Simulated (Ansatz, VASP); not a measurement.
# Rb (Rubidium): VASP beside Ansatz

Wanted: the spread between two codes on one cell, functional and k mesh. The cell is a member of a volume series, scaled by 0.985 from a relaxed one, so a pressure remains.

Calculated with Ansatz 0.2.0; plane waves, with VASP 6.6.1 beside it; single point at PBEsol with D3(BJ).

## (1) Set-up

It takes space group Im-3m (No. 229, cubic). Conventional cell: a = 5.391 Å, b = 5.391 Å, c = 5.391 Å, α = 90.00°, β = 90.00°, γ = 90.00°. Nearest to Rb lie 8 Rb at 4.67 Å.

As a file:

```xyz
1
Lattice="-2.6954 2.6954 2.6954 2.6954 -2.6954 2.6954 2.6954 2.6954 -2.6954" Properties=species:S:1:pos:R:3 pbc="T T T"
Rb    0.0000    0.0000    0.0000
```

## (2) VASP: single point, PBEsol with D3(BJ), volume scaled by 0.985

With cell and atoms fixed, the geometry can't cause a difference; cores, projectors, grids and the points listed under the comparison can.

Lines of VASP's logs that name or quote its potential files are left out, and so is its time.

The input asks for a relaxation, which ended at its first step since no free force or stress exceeded the threshold; so it serves as a single point.

Contents of INCAR:

```
SYSTEM = Rb
PREC = Accurate
ENCUT = 450
EDIFF = 1E-06
NELM = 100
ISMEAR = 1
SIGMA = 0.15
LREAL = .FALSE.
ALGO = Normal
GGA = PS
IVDW = 12
NBANDS = 10
LORBIT = 11
LWAVE = .FALSE.
LCHARG = .FALSE.
KPAR = 4
IBRION = 2
NSW = 30
ISIF = 4
EDIFFG = -0.01
```

Contents of POSCAR:

```
Rb
1.0
   -2.6954460063      2.6954460063      2.6954460063
    2.6954460063     -2.6954460063      2.6954460063
    2.6954460063      2.6954460063     -2.6954460063
Rb
1
Direct
    0.0000000000      0.0000000000      0.0000000000
```

Contents of KPOINTS:

```
Automatic mesh
0
Gamma
12 12 12
0 0 0
```

The projector-augmented-wave data sets are Rb_sv (PBE family, release 64).

On the command line:

```sh
$ mpirun -np 4 vasp_std
```

Numbers of over 12 decimals in the logs are rounded to 6 here.

What it wrote:

```text
[banner, memory and clock lines left out]
running    4 mpi-ranks, on    1 nodes
 distrk:  each k-point on    1 cores,    4 groups
 distr:  one band on    1 cores,    1 groups

 POSCAR found type information on POSCAR Rb
 POSCAR found :  1 types and       1 ions
|                                                                             |
|               ----> ADVICE to this user running VASP <----                  |
|                                                                             |
|     You enforced a specific xc type in the INCAR file but a different       |
|     [... a line on the potential file left out ...]
|     I HOPE YOU KNOW WHAT YOU ARE DOING!                                     |
|                                                                             |

 LDA part: xc-table for (Slater+PW92), standard interpolation
 POSCAR, INCAR and KPOINTS ok, starting setup
 FFT: planning ... GRIDC
 FFT: planning ... GRID_SOFT
 FFT: planning ... GRID
 WAVECAR not read
 entering main loop
       N       E                     dE             d eps       ncg     rms          rms(c)
DAV:   1     0.363523640966E+02    0.36352E+02   -0.32004E+03  1440   0.602E+02
DAV:   2     0.108083506586E+01   -0.35272E+02   -0.34544E+02  1622   0.121E+02
DAV:   3    -0.953381878551E+00   -0.20342E+01   -0.20272E+01  1984   0.282E+01
DAV:   4    -0.101516775972E+01   -0.61786E-01   -0.61546E-01  1920   0.431E+00
DAV:   5    -0.101651021699E+01   -0.13425E-02   -0.13424E-02  2030   0.530E-01    0.137E+00
DAV:   6    -0.101526369726E+01    0.12465E-02   -0.27863E-03  1930   0.289E-01    0.840E-01
DAV:   7    -0.101517099035E+01    0.92707E-04   -0.47180E-03  1974   0.377E-01    0.672E-02
DAV:   8    -0.101522963346E+01   -0.58643E-04   -0.22391E-04  1660   0.123E-01    0.137E-02
DAV:   9    -0.101523461783E+01   -0.49844E-05   -0.96564E-06  2016   0.189E-02    0.515E-03
DAV:  10    -0.101523484446E+01   -0.22663E-06   -0.26321E-06  1606   0.929E-03
   1 F= -.11554716E+01 E0= -.11550584E+01  d E =-.115547E+01
 curvature:   0.00 expect dE= 0.000E+00 dE for cont linesearch  0.000E+00
 trial: gam= 0.00000 g(F)=  0.174E-63 g(S)=  0.219E-34 ort = 0.000E+00 (trialstep = 0.100E+01)
 search vector abs. value=  0.100E-09
 reached required accuracy - stopping structural energy minimisation
```

OUTCAR, selected parts (step 2):

```text
ion  position               nearest neighbor table
   1  0.000  0.000  0.000-

  LATTYP: Found a body centered cubic cell.
 ALAT       =     5.3908920126

 Subroutine GETGRP returns: Found 48 space group operations
 (whereof 48 operations were pure point group operations)

The static configuration has the point symmetry O_h .

 Found     72 irreducible k-points:

   k-points           NKPTS =     72   k-points in BZ     NKDIM =     72   number of bands    NBANDS=     10

   dimension x,y,z NGX =    32 NGY =   32 NGZ =   32
   dimension x,y,z NGXF=    64 NGYF=   64 NGZF=   64

   ENCUT  =  450.0 eV  33.07 Ry    5.75 a.u.   8.08  8.08  8.08*2*pi/ulx,y,z

   NELECT =       9.0000    total number of electrons

 k-points in reciprocal lattice and weights: Automatic mesh
   0.00000000  0.00000000  0.00000000       0.001
   0.08333333  0.00000000  0.00000000       0.007
   0.16666667  0.00000000  0.00000000       0.007
   0.25000000  0.00000000  0.00000000       0.007
   0.33333333  0.00000000  0.00000000       0.007
   0.41666667  0.00000000  0.00000000       0.007
   0.50000000  0.00000000  0.00000000       0.003
   0.08333333  0.08333333  0.00000000       0.014
   0.16666667  0.08333333  0.00000000       0.028
[...]
0.50000000  0.50000000  0.41666667       0.007
   0.50000000  0.50000000  0.50000000       0.001

 average (electrostatic) potential at core
       1 -40.6421

 E-fermi :   0.2926

 k-point     1 :       0.0000    0.0000    0.0000
  band No.  band energies     occupation
      1     -28.4864      2.00000
      2     -12.5133      2.00000
      3     -12.5133      2.00000
      4     -12.5133      2.00000
      5      -1.8839      2.00000
      6       4.1102      0.00000
      7       4.1102      0.00000
      8       4.1102      0.00000
      9       5.1698      0.00000
     10       5.1698      0.00000

 k-point     2 :       0.0833    0.0000    0.0000
  band No.  band energies     occupation
      1     -28.4858      2.00000
      2     -12.5245      2.00000
      3     -12.5168      2.00000
      4     -12.5133      2.00000
      5      -1.7892      2.00000
      6       3.9785      0.00000
      7       3.9811      0.00000
      8       4.2011      0.00000
      9       4.9687      0.00000
     10       5.1347      0.00000

 k-point     3 :       0.1667    0.0000    0.0000
  band No.  band energies     occupation
      1     -28.4842      2.00000
      2     -12.5548      2.00000
      3     -12.5265      2.00000
      4     -12.5134      2.00000
      5      -1.5130      2.00000
      6       3.4896      0.00000
      7       3.6884      0.00000
      8       4.4709      0.00000
      9       4.8758      0.00000
     10       5.0809      0.00000

 Edisp (eV)   -0.14024

  Total       0.02723     0.02723     0.02723    -0.00000    -0.00000     0.00000
  in kB       0.55685     0.55685     0.55685    -0.00000    -0.00000     0.00000
  external pressure =        0.56 kB  Pullay stress =        0.00 kB

  energy-cutoff  :      450.00
  volume of cell :       78.33
      direct lattice vectors                 reciprocal lattice vectors
    -2.695446006  2.695446006  2.695446006     0.000000000  0.185498058  0.185498058
     2.695446006 -2.695446006  2.695446006     0.185498058  0.000000000  0.185498058
     2.695446006  2.695446006 -2.695446006     0.185498058  0.185498058  0.000000000

 POSITION                                       TOTAL-FORCE (eV/Angst)
 -----------------------------------------------------------------------------------
      0.00000      0.00000      0.00000        -0.000000     -0.000000      0.000000
 -----------------------------------------------------------------------------------
    total drift:                                0.000000      0.000000     -0.000000

  FREE ENERGIE OF THE ION-ELECTRON SYSTEM (eV)
  ---------------------------------------------------
  free  energy   TOTEN  =        -1.1554715882 eV

  energy  without entropy=       -1.1542320853  energy(sigma->0) =       -1.15505842

 reached required accuracy - stopping structural energy minimisation

 total charge
# of ion       s       p       d       tot
------------------------------------------
    1        1.966   5.322   0.007   7.295

[... 3 further parts left out ...]
```

Dispersion corrections of this kind ignore metallic screening and tend to overbind metals.

## (3) Ansatz: single point, PBEsol with D3(BJ), volume scaled by 0.985

Ansatz runs on its default PAW (the set named soft_2) files.

The same cell, functional, mesh and smearing now go to Ansatz, which takes its cutoff from its data sets.

Contents of input.yaml:

```yaml
crystal:
  lattice:
    - [-2.69544601, 2.69544601, 2.69544601]
    - [2.69544601, -2.69544601, 2.69544601]
    - [2.69544601, 2.69544601, -2.69544601]
  atoms:
    - { symbol: Rb, position: [0.0, 0.0, 0.0] }
hamiltonian:
  xc: pbesol
  pseudopotentials: { kind: paw }
  dispersion: d3bj
kpoints:
  mp_grid: { grid: [12, 12, 12] }
scf:
  occupations: { method: methfessel_paxton, width: 0.15 }
  n_extra_bands: 4
output:
  forces: true
  stress: true
  eigenvalues: true
```

On the command line:

```sh
$ ansatz run input.yaml --threads 2 --pin off --max-ram 4608MiB --backend cpu --events-out ev --progress --plain --runs-dir out
```

What it wrote:

```text
scf.n_extra_bands = 4 over 5 filled bands (N_el = 9.0): the run solves 9 bands
Engine: ansatz 0.2.0, aarch64-unknown-linux-gnu
Pseudopotentials: kind: paw
Pseudopotential: Rb, paw, valence charge 9, recommended cutoff 420 eV (normal), Rb.paw.azcp
Functional definition: PBEsol
  exchange = pbesol_x
  correlation = pbesol_c
Crystal: 1 atoms, lattice volume = 78.334 Å³
Basis set: ecut = 420 eV, 1505 PW (Γ), exchange–correlation on 64×64×64 points (8 copies of the dense FFT grid, shifted against one another)
Bands: 9, of which v1, the nominal top of the filled ones, is band 5 counted from 1 (4 counted from 0)
Symmetry: 48 space group operations
Space group: Im-3m (ITA 229), of the structure as read, at distance tolerance 4.3e-5 Å
k-points: 72 of 1728
Non-local potential: Rb, projectors of the file, l = 0: 3, l = 1: 2, l = 2: 2
PAW form: soft (Blöchl's): semilocal exchange-correlation on the pseudo side does not see the compensation charge
PAW frozen core: Rb, regenerated for the run's functional, and the local potential with it (the file was generated under x = pbe(κ = 0.804, μ = 0.219515), c = pbe(β = 0.066725))
PAW one-centre angular grid: Rb, 110 points (default); XC on 64 Gauss nodes
Initial density: superposition of atomic densities (neutral atoms: chi_scale 0, normalization atom), corrected by the library's trained network
Initial wavefunctions: pseudopotential atomic-orbital guess
Functional: x = pbesol(κ = 0.804, μ = 0.123457), c = pbesol(β = 0.046)
SCF iter   1: F=—  HF=-3217.122847 eV  |F-HF|=—  |Δ(HF+E_count)|=         —  Δρ=6.57e-4  dr2=1.26e-4  ethr=1.77e-3  ⟨swp⟩=6.9  Hψ=5243  notcnv=0
preconditioner: auto → Kerker (q_TF=auto, 1.902 Å⁻¹)  [metal: Δε(μ)=0.038 eV  Ē_g=3.765 eV  σ=0.150 eV  W_gap=0.21  n_scr=12 (ndim 8)  ℏωp=4.2 eV  f_vac=0.000  D(μ)=1.12/eV (n_scr^D=0)]
SCF iter   2: F=—  HF=-3217.123446 eV  |F-HF|=—  |Δ(HF+E_count)|=   5.99e-4  S|Δr|=    0.00e0  Δρ=3.00e-4  dr2=2.61e-5  ethr=1.40e-6  ⟨swp⟩=3.4  Hψ=1763  notcnv=0
SCF iter   3: F=—  HF=-3217.123457 eV  |F-HF|=—  |Δ(HF+E_count)|=   1.06e-5  S|Δr|=    0.00e0  Δρ=4.65e-5  dr2=1.64e-6  ethr=2.90e-7  ⟨swp⟩=2.4  Hψ=957  notcnv=0
SCF iter   4: F=—  HF=-3217.123457 eV  |F-HF|=—  |Δ(HF+E_count)|=   2.24e-7  S|Δr|=    0.00e0  Δρ=2.37e-5  dr2=7.19e-7  ethr=1.82e-8  ⟨swp⟩=1.0  Hψ=633  notcnv=0
SCF iter   5: F=-3217.123457 eV  HF=-3217.123457 eV  |F-HF|=1.75e-8  |Δ(HF+E_count)|=   1.62e-8  S|Δr|=    0.00e0  Δρ=6.50e-6  dr2=8.84e-8  ethr=1.11e-9  ⟨swp⟩=4.8  Hψ=3889  notcnv=0
SCF 1 converged in 5 iterations: F = -3217.123457 eV  dr2 = 8.84e-8
  greatest PAW one-centre occupation: 0.975 electrons in one spin orbital (limit 2), on the Rb atom at site 0 (counted from 0), in its partial waves of l = 0
SCF converged after 5 iterations
Stability not checked: this state was not tested for a lower state beside it, because cold or Methfessel-Paxton smearing, or corrected tetrahedra, fill the levels in a way that the test cannot read (fill_not_monotonic; see scf.lower_state_search)
Free energy (F): -3217.123457 eV
Harris-Foulkes:  -3217.123457 eV  (|F-HF|=1.75e-8)
Internal energy: -3217.122217 eV  (E = F + TS)
E sigma→0 (E₀):  -3217.123147 eV
Entropy (-TS):   -0.001240 eV (-1.240 meV/atom)
Fermi energy:    2.533846 eV
--- Per-component energies (eV) ---
  E_band       = -112.721212
  E_kinetic    = 191.108128
  E_local      = -678.683867  (includes V_loc(G=0)·N_el)
  E_nonlocal   = 175.268988
  E_hartree    = 186.122064
  E_xc         = -127.932735
  E_vxc        = -134.513941  (∫ρ·V_xc dr)
  E_paw        = -2569.296606  (= ΣΔE_a)
  E_vpaw       = -38.150425  (= ΣTr[D̂ρ^β])
  E_aug_tail   = -0.000001  (compensation charges beyond the density's cutoff)
  E_ewald      = -393.691561
  E_disp       = -0.140299  (pairwise vdW)
  E_core_change = 0.123671  (= ΣΔE_core)
  E_smearing   = -0.001240  (= −TS)
  E_closure    = -0.000000  (closes the sum)
  Σ components = -3217.123457   (vs F -3217.123457, Δ=0.00e0)
--- Forces (eV/Å), atoms counted from 1 ---
  atom   1  Rb     0.00000000    -0.00000000     0.00000000
  max |Σ_I F_I| component: 2.47e-32 eV/Å
--- Stress (GPa, compression-positive) ---
        0.058770      -0.000000      -0.000000
       -0.000000       0.058770       0.000000
        0.000000       0.000000       0.058770
  P = ⅓ Tr σ = 0.0588 GPa (0.588 kbar)
--- Band table (eV; the first three rows and the last of 72) ---
  k-point 0: bands = ["-26.2413", "-10.2664", "-10.2664", "-10.2664", "0.3576", "6.3529", "6.3529", "6.3529", "7.4122"]
  k-point 1: bands = ["-26.2407", "-10.2777", "-10.2700", "-10.2665", "0.4523", "6.2203", "6.2232", "6.4434", "7.2094"]
  k-point 2: bands = ["-26.2391", "-10.3080", "-10.2796", "-10.2666", "0.7284", "5.7299", "5.9301", "6.7121", "7.1167"]
  k-point 71: bands = ["-26.2259", "-10.3796", "-10.3796", "-10.3796", "3.6882", "3.6882", "6.1905", "6.1905", "6.1905"]
```

The job ended after 1.7 s (2 threads of Arm Neoverse V2, shared host; peak memory 0.33 GiB).

The column dr2 measures how far the density is from self-consistency, as an energy; F and HF (Harris–Foulkes) agree once it is small.

The run ends at a pressure of 0.06 GPa.

## (4) Comparison

Known differences besides the potentials themselves: the cutoff is 420 eV in Ansatz and 450 eV in VASP; Ansatz makes its cores anew for this functional, VASP keeps those of its PBE data sets; VASP leaves aspherical gradient terms in its spheres out (LASPH is not set), Ansatz keeps them. Total energies have different zeros and are not compared.

The two programs side by side:

```tsv
quantity	Ansatz	VASP	difference
pressure (GPa)	0.06	0.06	0.00
```

## (5) What the set-up changes

Further runs change the set-up of one program: Ansatz's method, potentials or start, or VASP's data sets, cutoff or form of LDA. The table gives Ansatz less VASP for each quantity, since a change that brings one quantity closer may part another.

```tsv
run	pressure (GPa)
as above	0.0031
Ansatz's all-electron LAPW method	0.0032
```

## (6) What came out

| Item | Value |
| --- | --- |
| difference in pressure (single point, PBEsol with D3(BJ), volume scaled by 0.985) | 0.0031 GPa |

In words: The difference in pressure is 0.0031 GPa (single point, PBEsol with D3(BJ), volume scaled by 0.985), within the 1 GPa picked in this series as the mark of a large difference. For single point, PBEsol with D3(BJ), volume scaled by 0.985, no further run moves any of the tabulated differences by more than a quarter of its size. Such differences can come from data sets, numerical settings and the points named under the comparisons, not from the functional's error against experiment.

[Lines on the potential files, build, host, timing and source positions are cut from VASP's logs without a mark.]

[Logs are printed without paths, hosts, clocks, repeated set-up lines and the standing remarks that a program may print on its own settings, such as how far it seeks lower states.]

[Hosts, paths, dates, database ids (printed as entryN), source tags and the programs' standing remarks are cut or masked in the printed files.]
